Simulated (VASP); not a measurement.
Calculation: revPBE GGA, VASP's PBE PAW potentials (set 64) (plane waves; VASP).

Input for VASP

KPOINTS:
```
K-points
0
G
 8 8 8
0 0 0
```

**POSCAR**
```
SrVO3
1
    3.8893257660     0.0000000000     0.0000000000
    0.0000000000     3.8893257660     0.0000000000
    0.0000000000     0.0000000000     3.8893257660
Sr V O
1 1 3
Direct
  0.0000000000   0.0000000000   0.0000000000
  0.5000000000   0.5000000000   0.5000000000
  0.5000000000   0.0000000000   0.5000000000
  0.0000000000   0.5000000000   0.5000000000
  0.5000000000   0.5000000000   0.0000000000
```

INCAR:
```
SYSTEM = SrVO3
PREC = Accurate
ENCUT = 520
EDIFF = 1E-7
NELM = 100
ALGO = Normal
LREAL = .FALSE.
LASPH = .TRUE.
ISMEAR = 1
SIGMA = 0.1
GGA = RE
LMAXMIX = 4
LWAVE = .FALSE.
LCHARG = .FALSE.
ISIF = 2
```

POTCAR, in this order: Sr_sv V_sv O (PBE.64 set). Program: vasp_std.

Question: Estimate the energy per atom (σ→0), band gap (on the k-mesh).

Answer: 
* **energy per atom (σ→0)**: -7.492 eV/atom
* **band gap (on the k-mesh)**: none (metal, semimetal or under 0.01 eV)

File OSZICAR:
```
...
DAV:  11    -0.374630157044E+02    0.86441E-02   -0.90718E-02  1864   0.254E+00    0.434E-01
DAV:  12    -0.374619575688E+02    0.10581E-02   -0.74291E-03  1992   0.799E-01    0.749E-02
DAV:  13    -0.374619944741E+02   -0.36905E-04   -0.42190E-04  2168   0.140E-01    0.254E-02
DAV:  14    -0.374619965857E+02   -0.21117E-05   -0.15354E-04  1912   0.771E-02    0.342E-02
DAV:  15    -0.374619917781E+02    0.48077E-05   -0.49947E-05  1888   0.643E-02    0.647E-03
DAV:  16    -0.374619922632E+02   -0.48508E-06   -0.23267E-06  2000   0.120E-02    0.335E-03
DAV:  17    -0.374619923028E+02   -0.39633E-07   -0.29057E-07  1560   0.396E-03
   1 F= -.37461992E+02 E0= -.37461215E+02  d E =-.233094E-02
```

The compound is SrVO3 in the cubic perovskite structure. It was relaxed first. The run is not spin-polarised, so no magnetic state was tried. The electron count is odd and the run is not spin-polarised, which forces a metal.
